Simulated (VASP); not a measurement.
Output of a VASP run:

**OSZICAR**
```
       N       E                     dE             d eps       ncg     rms          rms(c)
DAV:   1     0.247972445340E+03    0.24797E+03   -0.17422E+04  1056   0.148E+03
DAV:   2    -0.128455731535E+00   -0.24810E+03   -0.24266E+03  1152   0.356E+02
DAV:   3    -0.141202766796E+02   -0.13992E+02   -0.13948E+02  1248   0.846E+01
DAV:   4    -0.142505685608E+02   -0.13029E+00   -0.13024E+00  1200   0.784E+00
DAV:   5    -0.142516378439E+02   -0.10693E-02   -0.10692E-02  1260   0.655E-01    0.922E+00
DAV:   6    -0.135589827165E+02    0.69266E+00   -0.15986E+00  1356   0.133E+01    0.705E+00
DAV:   7    -0.135142932747E+02    0.44689E-01   -0.53438E-01  1134   0.418E+00    0.254E+00
DAV:   8    -0.135057698789E+02    0.85234E-02   -0.73988E-02  1176   0.301E+00    0.372E-01
DAV:   9    -0.135050334778E+02    0.73640E-03   -0.98539E-03  1158   0.131E+00    0.117E-01
DAV:  10    -0.135048976623E+02    0.13582E-03   -0.74815E-04  1304   0.360E-01    0.495E-02
DAV:  11    -0.135049176136E+02   -0.19951E-04   -0.10677E-04  1140   0.805E-02    0.153E-02
DAV:  12    -0.135049120027E+02    0.56109E-05   -0.45928E-05  1334   0.743E-02    0.681E-03
DAV:  13    -0.135049120201E+02   -0.17440E-07   -0.42091E-06  1124   0.219E-02
   1 F= -.13504912E+02 E0= -.13504912E+02  d E =-.135049E+02
       N       E                     dE             d eps       ncg     rms          rms(c)
DAV:   1    -0.139658010222E+02   -0.46089E+00   -0.96734E+00  1122   0.342E+01    0.460E+00
DAV:   2    -0.135569909865E+02    0.40881E+00   -0.12413E+00  1092   0.149E+01    0.149E+00
DAV:   3    -0.135216263060E+02    0.35365E-01   -0.12695E-01  1116   0.293E+00    0.134E+00
DAV:   4    -0.135168201959E+02    0.48061E-02   -0.93732E-03  1062   0.925E-01    0.207E-01
DAV:   5    -0.135159217927E+02    0.89840E-03   -0.37976E-03  1242   0.777E-01    0.128E-01
DAV:   6    -0.135159308662E+02   -0.90736E-05   -0.37663E-04  1092   0.156E-01    0.302E-02
DAV:   7    -0.135159287452E+02    0.21211E-05   -0.12041E-05  1218   0.386E-02    0.198E-02
DAV:   8    -0.135159285475E+02    0.19762E-06   -0.38787E-06   956   0.110E-02
   2 F= -.13515929E+02 E0= -.13515929E+02  d E =-.110165E-01
       N       E                     dE             d eps       ncg     rms          rms(c)
DAV:   1    -0.135511118924E+02   -0.35183E-01   -0.73297E-01  1122   0.965E+00    0.138E+00
DAV:   2    -0.135213051752E+02    0.29807E-01   -0.84518E-02  1080   0.385E+00    0.472E-01
DAV:   3    -0.135184242084E+02    0.28810E-02   -0.84859E-03  1164   0.807E-01    0.427E-01
DAV:   4    -0.135179115185E+02    0.51269E-03   -0.66386E-04  1062   0.186E-01    0.659E-02
DAV:   5    -0.135178401880E+02    0.71331E-04   -0.29995E-04  1218   0.213E-01    0.217E-02
DAV:   6    -0.135178413660E+02   -0.11780E-05   -0.28731E-05  1110   0.485E-02    0.742E-03
DAV:   7    -0.135178413467E+02    0.19294E-07   -0.50691E-07   546   0.558E-03
   3 F= -.13517841E+02 E0= -.13517841E+02  d E =-.129293E-01
```

### OUTCAR
```
------------------------ aborting loop because EDIFF is reached ----------------------------------------
  FORCE on cell =-STRESS in cart. coord.  units (eV):
  Direction    XX          YY          ZZ          XY          YZ          ZX
  --------------------------------------------------------------------------------------
  Total       -0.0083961     -0.0083961      0.0172198      0.0000000      0.0000000      0.0000000
  in kB       -0.1229899     -0.1229898      0.2522442      0.0000000      0.0000000      0.0000000
  external PRESSURE =       0.0020882 kB  Pullay stress =       0.0000000 kB
  volume of cell :      109.38
      direct lattice vectors                 reciprocal lattice vectors
     2.131182560 -3.691316244 -0.000000000     0.234611529 -0.135453038 -0.000000000
     2.131182560  3.691316244  0.000000000     0.234611529  0.135453038 -0.000000000
     0.000000000  0.000000000  6.951623056     0.000000000 -0.000000000  0.143851298
  FREE ENERGIE OF THE ION-ELECTRON SYSTEM (eV)
  ---------------------------------------------------
  free  energy   TOTEN  =       -13.5178413467 eV

  energy  without entropy=      -13.5178413467  energy(sigma->0) =      -13.51784135

 reached required accuracy - stopping structural energy minimisation
```
(Selected blocks of OUTCAR.)

### POSCAR
```
CdSe
1
    2.1500000000    -3.7239090000     0.0000000000
    2.1500000000     3.7239090000     0.0000000000
    0.0000000000     0.0000000000     7.0100000000
Cd Se
2 2
Direct
  0.6666670000   0.3333330000   0.5000000000
  0.3333330000   0.6666670000   0.0000000000
  0.6666670000   0.3333330000   0.8760000000
  0.3333330000   0.6666670000   0.3760000000
```

Reconstruct the remaining input files.

One answer among several that fit: the input of the run itself, LDA (Ceperley-Alder, Perdew-Zunger), plane waves, VASP's LDA PAW potentials (set 64).

**INCAR**
```
! general
SYSTEM =CdSe
PREC   =Accurate
ENCUT  =520
LREAL  =.FALSE.
LASPH  =.TRUE.

! electronic loop
EDIFF  =1E-6
NELM   =100
ALGO   =Normal
LMAXMIX=4

! smearing
ISMEAR =0
SIGMA  =0.05

! ions
IBRION =2
NSW    =60
ISIF   =3
EDIFFG =-0.01

! output
LWAVE  =.FALSE.
LCHARG =.FALSE.
```

File KPOINTS:
```
Automatic mesh
0
Gamma
7 7 4
0 0 0
```

POTCAR, in this order: Cd Se (LDA.64 set). Program: vasp_std.

Energy and stress use the plane-wave basis of the starting cell.

The compound is CdSe in the wurtzite structure. This run relaxes it. Symmetry was kept, so distortions that lower it aren't found.
